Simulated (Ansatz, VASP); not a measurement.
## InAsH3 (InAs wire along [110], 4 atoms a period, H-terminated): VASP beside Ansatz

Wanted: the spread between two codes on one cell, functional and k mesh. The cell is taken from a series of runs on this material, whose earlier steps may have relaxed, scaled, displaced or heated it; both programs get it as it stands.

Program: Ansatz 0.2.0. Level of theory: plane waves, with VASP 6.6.1 beside it; LDA, PBEsol and PBE. Results are calculated unless marked as measured.

### 1. The structure

The cell holds 10 atoms: 6 H, 2 In and 2 As. Cell: a = 13.365 Å, b = 11.895 Å, c = 4.506 Å, α = 90.0°, β = 90.0°, γ = 90.0°. Vacuum lies along a and b. The structure's axis is c.

Coordinates:

```
H In As
1.0
    13.36500    0.00000    0.00000
     0.00000   11.89500    0.00000
     0.00000    0.00000    4.50632
H In As
6 2 2
Direct
  0.23866 0.51355 0.00000
  0.76093 0.65305 0.00000
  0.71611 0.46831 0.00000
  0.51518 0.74794 0.50000
  0.51237 0.34277 0.50000
  0.29815 0.25937 0.00000
  0.32291 0.40252 0.00000
  0.55513 0.60931 0.50000
  0.66595 0.58268 0.00000
  0.43451 0.43638 0.50000
```

### 2. VASP: single point, LDA

With cell and atoms fixed, the geometry can't cause a difference; cores, projectors, grids and the points listed under the comparison can.

Lines of VASP's logs that name or quote its potential files are left out, and so is its time.

File INCAR:

```
SYSTEM = InAsH3
PREC = Accurate
ENCUT = 400
EDIFF = 1E-06
NELM = 120
ISMEAR = -1
SIGMA = 0.05
LREAL = .FALSE.
ALGO = Normal
GGA = PW92
NBANDS = 31
LORBIT = 11
LWAVE = .FALSE.
LCHARG = .FALSE.
ISIF = 2
LASPH = .TRUE.
GGA_COMPAT = .FALSE.
EFERMI = MIDGAP
KPAR = 2
```

File POSCAR:

```
InAsH3
1.0
   13.3650000000      0.0000000000      0.0000000000
    0.0000000000     11.8950000000      0.0000000000
    0.0000000000      0.0000000000      4.5063158597
H In As
6 2 2
Direct
    0.2386631740      0.5135454260      0.0000000000
    0.7609291510      0.6530452590      0.0000000000
    0.7161114780      0.4683128080      0.0000000000
    0.5151813670      0.7479405960      0.5000000000
    0.5123655280      0.3427694480      0.5000000000
    0.2981538340      0.2593741820      0.0000000000
    0.3229144380      0.4025153960      0.0000000000
    0.5551256060      0.6093139670      0.5000000000
    0.6659453830      0.5826802210      0.0000000000
    0.4345100110      0.4363842250      0.5000000000
```

File KPOINTS:

```
Automatic mesh
0
Gamma
1 1 14
0 0 0
```

The projector-augmented-wave data sets are H, In_d and As (LDA family, release 64).

Run with:

```bash
mpirun -np 2 vasp_std
```

Numbers of over 12 decimals in the logs are rounded to 6 here.

The log of the run:

```text
[banner, memory and clock lines left out]
running    2 mpi-ranks, on    1 nodes
 distrk:  each k-point on    1 cores,    2 groups
 distr:  one band on    1 cores,    1 groups

 POSCAR found type information on POSCAR H InAs
 POSCAR found :  3 types and      10 ions
|                                                                             |
|               ----> ADVICE to this user running VASP <----                  |
|                                                                             |
|     You enforced a specific xc type in the INCAR file but a different       |
|     [... a line on the potential file left out ...]
|     I HOPE YOU KNOW WHAT YOU ARE DOING!                                     |
|                                                                             |

 LDA part: xc-table for (Slater(with rela. corr.)+PW92), standard interpolation
 POSCAR, INCAR and KPOINTS ok, starting setup
 FFT: planning ... GRIDC
 FFT: planning ... GRID_SOFT
 FFT: planning ... GRID
 WAVECAR not read
 entering main loop
       N       E                     dE             d eps       ncg     rms          rms(c)
DAV:   1     0.228445894649E+03    0.22845E+03   -0.13590E+04   624   0.795E+02
DAV:   2    -0.126593680836E+02   -0.24111E+03   -0.23677E+03   607   0.231E+02
DAV:   3    -0.369642036765E+02   -0.24305E+02   -0.24207E+02   642   0.914E+01
DAV:   4    -0.377591591986E+02   -0.79496E+00   -0.79424E+00   672   0.213E+01
DAV:   5    -0.377855097461E+02   -0.26351E-01   -0.26349E-01   741   0.301E+00    0.974E+00
DAV:   6    -0.361898077099E+02    0.15957E+01   -0.12281E+00   697   0.124E+01    0.522E+00
DAV:   7    -0.356755919552E+02    0.51422E+00   -0.19530E+00   696   0.745E+00    0.120E+00
DAV:   8    -0.356604329387E+02    0.15159E-01   -0.19792E-01   688   0.373E+00    0.904E-01
DAV:   9    -0.356539709731E+02    0.64620E-02   -0.11749E-02   728   0.669E-01    0.647E-01
DAV:  10    -0.356474023672E+02    0.65686E-02   -0.96035E-03   688   0.575E-01    0.194E-01
DAV:  11    -0.356465568454E+02    0.84552E-03   -0.40905E-03   760   0.320E-01    0.159E-01
DAV:  12    -0.356493635340E+02   -0.28067E-02   -0.15358E-03   639   0.200E-01    0.213E-01
DAV:  13    -0.356510776443E+02   -0.17141E-02   -0.11358E-03   595   0.145E-01    0.148E-01
DAV:  14    -0.356521489177E+02   -0.10713E-02   -0.43865E-04   672   0.790E-02    0.412E-02
DAV:  15    -0.356530099228E+02   -0.86101E-03   -0.15122E-04   667   0.829E-02    0.317E-02
DAV:  16    -0.356536695118E+02   -0.65959E-03   -0.72854E-05   649   0.308E-02    0.176E-02
DAV:  17    -0.356539572102E+02   -0.28770E-03   -0.11194E-05   593   0.113E-02    0.992E-03
DAV:  18    -0.356542867181E+02   -0.32951E-03   -0.24190E-05   564   0.126E-02    0.450E-03
DAV:  19    -0.356543949518E+02   -0.10823E-03   -0.98913E-06   578   0.789E-03    0.319E-03
DAV:  20    -0.356544254731E+02   -0.30521E-04   -0.22019E-06   585   0.430E-03    0.173E-03
DAV:  21    -0.356544380949E+02   -0.12622E-04   -0.13305E-06   417   0.331E-03    0.845E-04
DAV:  22    -0.356544399653E+02   -0.18704E-05   -0.18023E-07   544   0.143E-03    0.104E-03
DAV:  23    -0.356544410037E+02   -0.10384E-05   -0.11317E-07   426   0.129E-03    0.734E-04
DAV:  24    -0.356544412537E+02   -0.25000E-06   -0.20304E-08   522   0.618E-04
   1 F= -.35654441E+02 E0= -.35654441E+02  d E =-.768870E-10
```

From OUTCAR (step 2):

```text
ion  position               nearest neighbor table
   1  0.239  0.514  0.000-   7 1.74
   2  0.761  0.653  0.000-   9 1.52
   3  0.716  0.468  0.000-   9 1.52
   4  0.515  0.748  0.500-   8 1.73
   5  0.512  0.343  0.500-  10 1.52
   6  0.298  0.259  0.000-   7 1.73
   7  0.323  0.403  0.000-   6 1.73   1 1.74  10 2.73  10 2.73
   8  0.555  0.609  0.500-   4 1.73  10 2.61   9 2.71   9 2.71
   9  0.666  0.583  0.000-   3 1.52   2 1.52   8 2.71   8 2.71
  10  0.435  0.436  0.500-   5 1.52   8 2.61   7 2.73   7 2.73

  LATTYP: Found a simple orthorhombic cell.
 ALAT       =     4.5063158597
 B/A-ratio  =     2.6396285503
 C/A-ratio  =     2.9658373749

 Subroutine GETGRP returns: Found  2 space group operations
 (whereof  2 operations were pure point group operations)

The static configuration has the point symmetry C_1h.

 Found      8 irreducible k-points:

   k-points           NKPTS =      8   k-points in BZ     NKDIM =      8   number of bands    NBANDS=     31

   dimension x,y,z NGX =    90 NGY =   80 NGZ =   30
   dimension x,y,z NGXF=   180 NGYF=  160 NGZF=   60

   ENCUT  =  400.0 eV  29.40 Ry    5.42 a.u.  21.79 19.40  7.35*2*pi/ulx,y,z

   NELECT =      42.0000    total number of electrons

 k-points in reciprocal lattice and weights: Automatic mesh
   0.00000000  0.00000000  0.00000000       0.071
   0.00000000  0.00000000  0.07142857       0.143
   0.00000000  0.00000000  0.14285714       0.143
   0.00000000  0.00000000  0.21428571       0.143
   0.00000000  0.00000000  0.28571429       0.143
   0.00000000  0.00000000  0.35714286       0.143
   0.00000000  0.00000000  0.42857143       0.143
   0.00000000  0.00000000  0.50000000       0.071

 average (electrostatic) potential at core
       1 -38.1586       2 -40.7873       3 -40.7837       4 -38.8611       5 -40.0129
       6 -38.2141       7-103.0806       8-103.8551       9 -61.4822      10 -60.6336

 E-fermi :  -2.9609

 k-point     1 :       0.0000    0.0000    0.0000
  band No.  band energies     occupation
    ...
     17      -6.0204      2.00000
     18      -5.2568      2.00000
     19      -5.0675      2.00000
     20      -4.7962      2.00000
     21      -4.0814      2.00000
     22      -1.8404      0.00000
     23      -1.2665      0.00000
     24       0.0047      0.00000
     25       0.1438      0.00000
     26       0.4267      0.00000
    ...

 k-point     2 :       0.0000    0.0000    0.0714
  band No.  band energies     occupation
    ...
     17      -6.0729      2.00000
     18      -5.2751      2.00000
     19      -5.2062      2.00000
     20      -4.8066      2.00000
     21      -4.1644      2.00000
     22      -1.6435      0.00000
     23      -1.0648      0.00000
     24       0.0145      0.00000
     25       0.1013      0.00000
     26       0.4142      0.00000
    ...

 k-point     3 :       0.0000    0.0000    0.1429
  band No.  band energies     occupation
    ...
     17      -6.2539      2.00000
     18      -5.4570      2.00000
     19      -5.2784      2.00000
     20      -4.9302      2.00000
     21      -4.3039      2.00000
     22      -1.2025      0.00000
     23      -0.6019      0.00000
     24      -0.0778      0.00000
     25       0.1264      0.00000
     26       0.4339      0.00000
    ...

  Total       -2.3314101     -1.9710739     -3.3641325     -0.4365601      0.0000000      0.0000000
  in kB       -5.2140384     -4.4081713     -7.5236510     -0.9763366      0.0000000      0.0000000
  external PRESSURE =      -5.7152869 kB  Pullay stress =       0.0000000 kB

  energy-cutoff  :      400.00
  volume of cell :      716.40
      direct lattice vectors                 reciprocal lattice vectors
    13.365000000  0.000000000  0.000000000     0.074822297  0.000000000  0.000000000
     0.000000000 11.895000000  0.000000000     0.000000000  0.084068937  0.000000000
     0.000000000  0.000000000  4.506315860     0.000000000  0.000000000  0.221910765

 POSITION                                       TOTAL-FORCE (eV/Angst)
 -----------------------------------------------------------------------------------
      3.18973      6.10862      0.00000         0.161329     -0.153372      0.000000
     10.16982      7.76797      0.00000        -0.013334     -0.005531      0.000000
      9.57083      5.57058      0.00000        -0.011661      0.003304      0.000000
      6.88540      8.89675      2.25316         0.069990     -0.200308      0.000000
      6.84777      4.07724      2.25316        -0.003110      0.011582      0.000000
      3.98483      3.08526      0.00000         0.069604      0.206246      0.000000
      4.31575      4.78792      0.00000         0.164297      0.071356      0.000000
      7.41925      7.24779      2.25316         0.042747     -0.179749      0.000000
      8.90036      6.93098      0.00000        -0.386420      0.049815      0.000000
      5.80723      5.19079      2.25316        -0.093441      0.196656      0.000000
 -----------------------------------------------------------------------------------
    total drift:                               -0.000179     -0.000387     -0.000001

  FREE ENERGIE OF THE ION-ELECTRON SYSTEM (eV)
  ---------------------------------------------------
  free  energy   TOTEN  =       -35.6544412537 eV

  energy  without entropy=      -35.6544412536  energy(sigma->0) =      -35.65444125

 total charge
# of ion       s       p       d       tot
------------------------------------------
    1        0.493   0.007   0.000   0.500
    2        0.515   0.017   0.000   0.532
    3        0.517   0.017   0.000   0.534
    4        0.488   0.008   0.000   0.496
    5        0.516   0.017   0.000   0.533
    6        0.490   0.008   0.000   0.498
    7        0.868   0.817   9.869  11.554
    8        0.865   0.768   9.872  11.505
    9        1.205   1.635   0.049   2.890
   10        1.215   1.586   0.034   2.835
--------------------------------------------------
tot          7.173   4.881  19.824  31.878

[... 3 further parts left out ...]
```

### 3. Ansatz: single point, LDA

Ansatz runs on its default PAW (the set named soft_2) files.

The same cell, functional (in two slightly different forms), mesh and smearing now go to Ansatz, which takes its cutoff from its data sets.

File input.yaml:

```yaml
crystal:
  lattice:
    - [13.365, 0.0, 0.0]
    - [0.0, 11.895, 0.0]
    - [0.0, 0.0, 4.5063158597]
  atoms:
    - { symbol: H, position: [0.238663174, 0.513545426, 0.0] }
    - { symbol: In, position: [0.322914438, 0.402515396, 0.0] }
    - { symbol: As, position: [0.665945383, 0.582680221, 0.0] }
    - { symbol: H, position: [0.760929151, 0.653045259, 0.0] }
    - { symbol: H, position: [0.716111478, 0.468312808, 0.0] }
    - { symbol: As, position: [0.434510011, 0.436384225, 0.5] }
    - { symbol: H, position: [0.515181367, 0.747940596, 0.5] }
    - { symbol: H, position: [0.512365528, 0.342769448, 0.5] }
    - { symbol: In, position: [0.555125606, 0.609313967, 0.5] }
    - { symbol: H, position: [0.298153834, 0.259374182, 0.0] }
kpoints:
  mp_grid: { grid: [1, 1, 14] }
  band_path: { path: ["Γ", Z], npoints: 50 }
scf:
  occupations: { method: fermi_dirac, width: 0.05 }
hamiltonian:
  xc: lda
```

Run with:

```bash
ansatz run input.yaml --threads 4 --pin off --max-ram 16384MiB --backend cpu --events-out ev --progress --plain --runs-dir out
```

The log of the run:

```text
Engine: ansatz 0.2.0, x86_64-unknown-linux-gnu
Pseudopotentials: kind: paw
Pseudopotential: H, paw, valence charge 1, recommended cutoff 420 eV (normal), H.paw.azcp
Pseudopotential: In, paw, valence charge 13, recommended cutoff 420 eV (normal), In.paw.azcp
Pseudopotential: As, paw, valence charge 15, recommended cutoff 420 eV (normal), As.paw.azcp
Functional definition: SPW92
  exchange = slater_x
  correlation = pw_c
Crystal: 10 atoms, lattice volume = 716.399 Å³
Basis set: ecut = 420 eV, 14029 PW (Γ)
Bands: 41, of which v1, the nominal top of the filled ones, is band 31 counted from 1 (30 counted from 0)
Symmetry: 2 space group operations
Space group: Pm (ITA 6), of the structure as read, at distance tolerance 8.9e-5 Å
k-points: 8 of 14
Non-local potential: H, projectors of the file, l = 0: 2, l = 1: 1
Non-local potential: In, projectors of the file, l = 0: 2, l = 1: 2, l = 2: 2, l = 3: 2
Non-local potential: As, projectors of the file, l = 0: 2, l = 1: 2, l = 2: 3, l = 3: 1
PAW form: soft (Blöchl's): semilocal exchange-correlation on the pseudo side does not see the compensation charge
PAW frozen core: In, regenerated for the run's functional, and the local potential with it (the file was generated under x = pbe(κ = 0.804, μ = 0.219515), c = pbe(β = 0.066725))
PAW frozen core: As, regenerated for the run's functional, and the local potential with it (the file was generated under x = pbe(κ = 0.804, μ = 0.219515), c = pbe(β = 0.066725))
PAW one-centre angular grid: H, 110 points (default); XC on 64 Gauss nodes
PAW one-centre angular grid: In, 590 points (default); XC on 64 Gauss nodes
PAW one-centre angular grid: As, 590 points (default); XC on 64 Gauss nodes
Initial density: superposition of atomic densities (neutral atoms: chi_scale 0, normalization atom), corrected by the library's trained network
Initial wavefunctions: pseudopotential atomic-orbital guess
Functional: x = slater, c = lda
SCF iter   1: F=—  HF=-20552.983423 eV  |F-HF|=—  |Δ(HF+E_count)|=         —  Δρ=4.77e-3  dr2=2.60e-1  ethr=1.77e-3  ⟨swp⟩=7.9  Hψ=1636  notcnv=0  defer=5
preconditioner: auto → Resta (q_TF=auto, 1.815 Å⁻¹)  ε∞=1.5  [insulator: Δε(μ)=2.475 eV  Ē_g=13.228 eV  σ=0.050 eV  W_gap=1.00  n_scr=82 (ndim 8)  ℏωp=9.0 eV  f_vac=0.707  D(μ)=0.00/eV (n_scr^D=0)  ε∞_Penn≈1.5  vacuum switching on, ρ_ref=1.3e-2 e/Å³]
SCF iter   2: F=—  HF=-20552.909032 eV  |F-HF|=—  |Δ(HF+E_count)|=   7.44e-2  Δρ=1.48e-3  dr2=2.14e-2  ethr=4.19e-4  ⟨swp⟩=3.1  Hψ=529  notcnv=0  defer=41
SCF iter   3: F=—  HF=-20552.907357 eV  |F-HF|=—  |Δ(HF+E_count)|=   1.67e-3  Δρ=5.51e-4  dr2=2.72e-3  ethr=3.45e-5  ⟨swp⟩=3.0  Hψ=534  notcnv=0  defer=41
SCF iter   4: F=—  HF=-20552.908302 eV  |F-HF|=—  |Δ(HF+E_count)|=   9.45e-4  Δρ=1.80e-4  dr2=2.67e-4  ethr=4.39e-6  ⟨swp⟩=2.4  Hψ=434  notcnv=0  defer=41
SCF iter   5: F=—  HF=-20552.908599 eV  |F-HF|=—  |Δ(HF+E_count)|=   2.97e-4  Δρ=4.48e-5  dr2=1.85e-5  ethr=4.31e-7  ⟨swp⟩=2.2  Hψ=488  notcnv=0  defer=41
SCF iter   6: F=—  HF=-20552.908628 eV  |F-HF|=—  |Δ(HF+E_count)|=   2.89e-5  Δρ=1.04e-5  dr2=1.58e-6  ethr=2.98e-8  ⟨swp⟩=2.0  Hψ=538  notcnv=0  defer=41
SCF iter   7: F=—  HF=-20552.908628 eV  |F-HF|=—  |Δ(HF+E_count)|=   9.01e-8  Δρ=3.72e-6  dr2=1.49e-7  ethr=2.55e-9  ⟨swp⟩=2.1  Hψ=438  notcnv=0  defer=41
SCF iter   8: F=-20552.908628 eV  HF=-20552.908628 eV  |F-HF|=1.93e-8  |Δ(HF+E_count)|=   9.07e-8  Δρ=1.26e-6  dr2=1.21e-8  ethr=1.61e-10  ⟨swp⟩=11.9  Hψ=1335  notcnv=0
SCF 1 converged in 8 iterations: F = -20552.908628 eV  dr2 = 1.21e-8
  greatest PAW one-centre occupation: 0.999 electrons in one spin orbital (limit 2), on the As atom at site 2 (counted from 0), in its partial waves of l = 2
NSCF: frozen V_eff on 51 k-points
SCF converged after 8 iterations
Free energy (F): -20552.908628 eV
Harris-Foulkes:  -20552.908628 eV  (|F-HF|=1.93e-8)
Internal energy: -20552.908628 eV  (E = F + TS)
E sigma→0 (E₀):  -20552.908628 eV
Fermi energy:    -2.443378 eV
--- Per-component energies (eV) ---
  E_band       = -1268.620482
  E_kinetic    = 767.052749
  E_local      = -19254.506207  (includes V_loc(G=0)·N_el)
  E_nonlocal   = -581.421747
  E_hartree    = 9190.800498
  E_xc         = -631.111568
  E_vxc        = -421.702188  (∫ρ·V_xc dr)
  E_paw        = -11542.824595  (= ΣΔE_a)
  E_vpaw       = -159.636920  (= ΣTr[D̂ρ^β])
  E_aug_tail   = -0.006458  (compensation charges beyond the density's cutoff)
  E_ewald      = 1494.389168
  E_core_change = 4.719533  (= ΣΔE_core)
  E_smearing   = -0.000000  (= −TS)
  E_closure    = 0.000000  (closes the sum)
  Σ components = -20552.908628   (vs F -20552.908628, Δ=0.00e0)
--- Band table (eV; the first three rows and the last of 8) ---
  k-point 0: bands = [... 27 lower, -4.7593, -4.5481, -4.2928, -3.5666, -1.3350, -0.7580, 0.5216, 0.6558, ... 6 higher]
  k-point 1: bands = [... 27 lower, -4.7755, -4.6914, -4.2999, -3.6503, -1.1391, -0.5564, 0.5318, 0.6140, ... 6 higher]
  k-point 2: bands = [... 27 lower, -4.9451, -4.7779, -4.4206, -3.7917, -0.7016, -0.0923, 0.4371, 0.6414, ... 6 higher]
  k-point 7: bands = [... 27 lower, -5.1932, -4.8039, -4.7671, -4.4053, -0.2268, -0.1192, 0.6398, 0.8321, ... 6 higher]
```

### 4. Differences

Known differences besides the potentials themselves: the data sets hold 62 valence electrons in Ansatz (on its default PAW (the set named soft_2) files) and 42 in VASP; the cutoff is 420 eV in Ansatz and 400 eV in VASP; VASP's log shows a relativistic correction to its local exchange, Ansatz's none. Total energies have different zeros and are not compared.

Both answers:

| quantity | Ansatz | VASP | difference |
| --- | --- | --- | --- |
| gap on the k mesh (eV) | 2.232 | 2.241 | -0.009 |

A gap on the mesh is an upper bound, since the band edges may lie between its points.

### 5. Ansatz: single point, PBEsol

With cell and atoms fixed, the geometry can't cause a difference; cores, projectors, grids and the points listed under the comparison can.

The cell is taken from a series of runs on this material, whose earlier steps may have relaxed, scaled, displaced or heated it; both programs get it as it stands.

input.yaml: that of step 3 with these lines changed.

```diff
@@ -22,2 +22,2 @@
 hamiltonian:
-  xc: lda
+  xc: pbesol
```

The log of the run:

```text
[...]
Crystal: 10 atoms, lattice volume = 716.399 Å³
Basis set: ecut = 420 eV, 14029 PW (Γ)
Bands: 41, of which v1, the nominal top of the filled ones, is band 31 counted from 1 (30 counted from 0)
Symmetry: 2 space group operations
[...]
k-points: 8 of 14
[...]
--- Band table (eV; the first three rows and the last of 8) ---
  k-point 0: bands = [... 27 lower, -4.6300, -4.4131, -4.1461, -3.4244, -1.1072, -0.5286, 0.6994, 0.8404, ... 6 higher]
  k-point 1: bands = [... 27 lower, -4.6440, -4.5554, -4.1555, -3.5066, -0.9124, -0.3293, 0.7079, 0.8051, ... 6 higher]
  k-point 2: bands = [... 27 lower, -4.8081, -4.6475, -4.2770, -3.6477, -0.4752, 0.1308, 0.6315, 0.8311, ... 6 higher]
  k-point 7: bands = [... 27 lower, -5.0669, -4.6507, -4.6366, -4.2634, 0.0259, 0.1110, 0.8122, 1.0752, ... 6 higher]
[key lines of the parts left out:]
SCF converged after 8 iterations
Free energy (F): -20768.774859 eV
Fermi energy:    -2.258206 eV
```

(Part 1 of 2 ends here.)

[Lines on the potential files, build, host, timing and source positions are cut from VASP's logs without a mark.]

[Logs are printed without paths, hosts, clocks, repeated set-up lines and the standing remarks that a program may print on its own settings, such as how far it seeks lower states.]

[Hosts, paths, dates, database ids (printed as entryN), source tags and the programs' standing remarks are cut or masked in the printed files.]
